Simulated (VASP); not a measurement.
Given:

```yaml
crystal:
  lattice:
    - [6.22788, 0.00000, 0.00000]
    - [0.00000, 6.22788, 0.00000]
    - [0.00000, 0.00000, 6.22788]
  atoms:
    - { symbol: Cs, position: [0.00000, 0.00000, 0.00000] }
    - { symbol: Sn, position: [0.50000, 0.50000, 0.50000] }
    - { symbol: I, position: [0.50000, 0.00000, 0.50000] }
    - { symbol: I, position: [0.00000, 0.50000, 0.50000] }
    - { symbol: I, position: [0.50000, 0.50000, 0.00000] }
```

The numbers are results of AM05 GGA, VASP's PBE PAW potentials (set 64) (plane waves; VASP 6.6.1), not measurements. Settings: 520 eV cut-off, 4×4×4 Γ-centred mesh, tetrahedra with Blöchl corrections, potentials Cs_sv Sn_d I.

The cores are frozen, which limits the accuracy of field gradients.

Q: Give the principal components of the electric field gradient (V/Å²) and the asymmetry η at each nucleus.

A: 
| atom | Vxx | Vyy | Vzz | η |
|---|---|---|---|---|
| Cs1 | 0.0 | 0.0 | 0.0 | - |
| Sn2 | 0.0 | 0.0 | 0.0 | - |
| I3 | -190.6 | -190.6 | 381.1 | 0.00 |
| I4 | -190.6 | -190.6 | 381.1 | 0.00 |
| I5 | -190.6 | -190.6 | 381.1 | 0.00 |

The compound is CsSnI3 in the cubic perovskite structure, the ideal cubic form; the compound distorts at low or room temperature. It was relaxed first.
